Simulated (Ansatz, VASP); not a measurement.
**TaTi: VASP beside Ansatz**

```
Ti Ta
1.0
     1.59614   -2.27443    0.00000
     1.59614    2.27443    0.00000
     0.00000    0.00000    4.54184
Ti Ta
1 1
Direct
  0.50000 0.50000 0.50000
  0.00000 0.00000 0.00000
```

Alike in both runs: functional LDA; k mesh 16 × 16 × 10; occupations gaussian, width 0.1 eV; no spin polarisation.

Ansatz relaxed the structure, and its values are those at the end. VASP's run is a single point on that final structure, the one shown.

```csv
,VASP,Ansatz
version,VASP 6.6.1,Ansatz 0.2.0
potentials or method,"VASP PAW LDA potentials, release 64 (Ti_sv, Ta_pv)","scalar-relativistic, plane waves, PAW"
plane-wave cutoff (eV),520,420
valence electrons in the cell,23,25
```

|  | VASP | Ansatz | Ansatz less VASP |
| --- | --- | --- | --- |
| gap on the k mesh at the Fermi level (eV) | none | none | - |
| pressure (GPa) | 0.3 | 0.0 | -0.34 |

A gap of «none» marks a metal or a gap that the smearing closes. The two sets of potentials don't hold the same shells in valence.

Spin-orbit coupling is left out, which matters for the levels of Ta.
